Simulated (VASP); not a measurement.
Computed with PW91 GGA, VASP's PBE PAW potentials (set 64) (plane waves; VASP).

The input files of a VASP run:

### INCAR
```
ALGO  =  Normal
EDIFF  =  1E-6
EDIFFG  =  -0.01
ENCUT  =  520
GGA  =  91
IBRION  =  2
ISIF  =  3
ISMEAR  =  1
LASPH  =  .TRUE.
LCHARG  =  .FALSE.
LMAXMIX  =  6
LREAL  =  .FALSE.
LWAVE  =  .FALSE.
NELM  =  100
NSW  =  60
PREC  =  Accurate
SIGMA  =  0.1
SYSTEM  =  WC
```

File POSCAR:
```
WC
1.0
  1.4550000000  -2.5201340000   0.0000000000
  1.4550000000   2.5201340000   0.0000000000
  0.0000000000   0.0000000000   2.8400000000
W C
1 1
Cart
  0.0000000000   0.0000000000   0.0000000000
  1.4550000000   0.8400463468   1.4200000000
```

**KPOINTS**
```
Regular mesh
0
gamma
  13 13 12
```

POTCAR, in this order: W_sv C (PBE.64 set). Program: vasp_std.

Output

### OSZICAR
```
       N       E                     dE             d eps       ncg     rms          rms(c)
DAV:   1     0.109734488618E+03    0.10973E+03   -0.98190E+03  3822   0.154E+03
DAV:   2    -0.216386286833E+02   -0.13137E+03   -0.12795E+03  4397   0.380E+02
DAV:   3    -0.255487093353E+02   -0.39101E+01   -0.38754E+01  4605   0.610E+01
DAV:   4    -0.255863401389E+02   -0.37631E-01   -0.37602E-01  4212   0.629E+00
DAV:   5    -0.255866604331E+02   -0.32029E-03   -0.32028E-03  4577   0.595E-01    0.327E+01
DAV:   6    -0.224418816566E+02    0.31448E+01   -0.10123E+01  4317   0.329E+01    0.843E+00
DAV:   7    -0.223729736163E+02    0.68908E-01   -0.45051E-01  4002   0.604E+00    0.614E+00
DAV:   8    -0.223473422782E+02    0.25631E-01   -0.76864E-02  4237   0.266E+00    0.939E-01
DAV:   9    -0.223460978200E+02    0.12445E-02   -0.41615E-03  4107   0.526E-01    0.148E-01
DAV:  10    -0.223460456048E+02    0.52215E-04   -0.29607E-04  4497   0.230E-01    0.751E-02
DAV:  11    -0.223460439238E+02    0.16810E-05   -0.22596E-05  4152   0.443E-02    0.106E-02
DAV:  12    -0.223460428275E+02    0.10964E-05   -0.50963E-06  4097   0.223E-02    0.327E-03
DAV:  13    -0.223460428492E+02   -0.21700E-07   -0.10302E-07  1956   0.340E-03
   1 F= -.22346043E+02 E0= -.22345974E+02  d E =-.223460E+02
       N       E                     dE             d eps       ncg     rms          rms(c)
DAV:   1    -0.229700312674E+02   -0.62399E+00   -0.16344E+01  3887   0.601E+01    0.107E+01
DAV:   2    -0.224053241290E+02    0.56471E+00   -0.17793E+00  3927   0.157E+01    0.228E+00
DAV:   3    -0.223133821894E+02    0.91942E-01   -0.20384E-01  4042   0.350E+00    0.899E-01
DAV:   4    -0.222966503139E+02    0.16732E-01   -0.61996E-02  4192   0.274E+00    0.828E-01
DAV:   5    -0.222975884256E+02   -0.93811E-03   -0.37799E-03  4187   0.681E-01    0.147E-01
DAV:   6    -0.222970246574E+02    0.56377E-03   -0.14710E-03  4272   0.267E-01    0.287E-02
DAV:   7    -0.222970256984E+02   -0.10410E-05   -0.96787E-05  4272   0.804E-02    0.135E-02
DAV:   8    -0.222970261244E+02   -0.42603E-06   -0.80241E-07  2771   0.103E-02
   2 F= -.22297026E+02 E0= -.22296878E+02  d E =0.490167E-01
       N       E                     dE             d eps       ncg     rms          rms(c)
DAV:   1    -0.226905529016E+02   -0.39353E+00   -0.81412E+00  3872   0.407E+01    0.827E+00
DAV:   2    -0.224056631807E+02    0.28489E+00   -0.65603E-01  3907   0.107E+01    0.163E+00
DAV:   3    -0.223612280033E+02    0.44435E-01   -0.81535E-02  4142   0.268E+00    0.601E-01
DAV:   4    -0.223545551277E+02    0.66729E-02   -0.18839E-02  4267   0.157E+00    0.740E-01
DAV:   5    -0.223546462119E+02   -0.91084E-04   -0.13562E-03  4292   0.421E-01    0.409E-02
DAV:   6    -0.223546115256E+02    0.34686E-04   -0.16875E-04  4392   0.110E-01    0.641E-03
DAV:   7    -0.223546099135E+02    0.16121E-05   -0.57421E-06  4172   0.257E-02    0.461E-03
DAV:   8    -0.223546096980E+02    0.21545E-06   -0.48418E-07  1926   0.937E-03
   3 F= -.22354610E+02 E0= -.22354503E+02  d E =-.856685E-02
       N       E                     dE             d eps       ncg     rms          rms(c)
DAV:   1    -0.223546318397E+02   -0.21926E-04   -0.48882E-04  3887   0.323E-01    0.644E-02
DAV:   2    -0.223546144576E+02    0.17382E-04   -0.43609E-05  3922   0.841E-02    0.127E-02
DAV:   3    -0.223546121417E+02    0.23158E-05   -0.49396E-06  3902   0.195E-02    0.434E-03
DAV:   4    -0.223546119145E+02    0.22728E-06   -0.12231E-06  1936   0.131E-02
   4 F= -.22354612E+02 E0= -.22354506E+02  d E =-.856907E-02
       N       E                     dE             d eps       ncg     rms          rms(c)
DAV:   1    -0.223560775557E+02   -0.14654E-02   -0.52109E-02  3837   0.274E+00    0.188E-01
DAV:   2    -0.223550268659E+02    0.10507E-02   -0.21284E-03  4077   0.456E-01    0.102E-01
DAV:   3    -0.223546341752E+02    0.39269E-03   -0.92623E-04  4137   0.278E-01    0.354E-02
DAV:   4    -0.223546332924E+02    0.88275E-06   -0.28035E-05  4047   0.543E-02    0.174E-02
DAV:   5    -0.223546323374E+02    0.95496E-06   -0.29287E-06  3949   0.172E-02
   5 F= -.22354632E+02 E0= -.22354561E+02  d E =-.204230E-04
       N       E                     dE             d eps       ncg     rms          rms(c)
DAV:   1    -0.223550846842E+02   -0.45139E-03   -0.12327E-02  3832   0.133E+00    0.918E-02
DAV:   2    -0.223548334972E+02    0.25119E-03   -0.50725E-04  4077   0.223E-01    0.494E-02
DAV:   3    -0.223547414747E+02    0.92022E-04   -0.21085E-04  4142   0.132E-01    0.173E-02
DAV:   4    -0.223547413374E+02    0.13730E-06   -0.66009E-06  4039   0.262E-02
   6 F= -.22354741E+02 E0= -.22354655E+02  d E =-.129423E-03
```

OUTCAR:
```
------------------------ aborting loop because EDIFF is reached ----------------------------------------
  FORCE on cell =-STRESS in cart. coord.  units (eV):
  Direction    XX          YY          ZZ          XY          YZ          ZX
  --------------------------------------------------------------------------------------
  Total        0.0080800      0.0080800      0.0030617      0.0000000     -0.0000000      0.0000000
  in kB        0.6102573      0.6102573      0.2312431      0.0000000     -0.0000000      0.0000000
  external PRESSURE =       0.4839192 kB  Pullay stress =       0.0000000 kB
  volume of cell :       21.21
      direct lattice vectors                 reciprocal lattice vectors
     1.465342223 -2.538047257 -0.000000000     0.341217220 -0.197001848 -0.000000000
     1.465342223  2.538047257  0.000000000     0.341217220  0.197001848 -0.000000000
     0.000000000 -0.000000000  2.851945511    -0.000000000 -0.000000000  0.350637835
 POSITION                                       TOTAL-FORCE (eV/Angst)
 -----------------------------------------------------------------------------------
      0.00000      0.00000      0.00000         0.000000     -0.000000      0.000000
      1.46534      0.84602      1.42597        -0.000000      0.000000     -0.000000
 -----------------------------------------------------------------------------------
    total drift:                                0.000000     -0.000392     -0.000000
  FREE ENERGIE OF THE ION-ELECTRON SYSTEM (eV)
  ---------------------------------------------------
  free  energy   TOTEN  =       -22.3547413374 eV

  energy  without entropy=      -22.3544819179  energy(sigma->0) =      -22.35465486

 reached required accuracy - stopping structural energy minimisation
```
(Selected blocks of OUTCAR.)

File CONTCAR:
```
WC
   1.00000000000000
     1.4653422227505386   -2.5380472568679999   -0.0000000000000000
     1.4653422227505386    2.5380472568679999    0.0000000000000000
     0.0000000000000000   -0.0000000000000000    2.8519455110872949
  W               C
     1     1
Direct
     0.0000000000000000    0.0000000000000000    0.0000000000000000
     0.3333330000000032    0.6666669999999968    0.5000000000000000
```

The compound is WC in the wc structure. This run relaxes it. Symmetry was kept, so distortions that lower it aren't found.
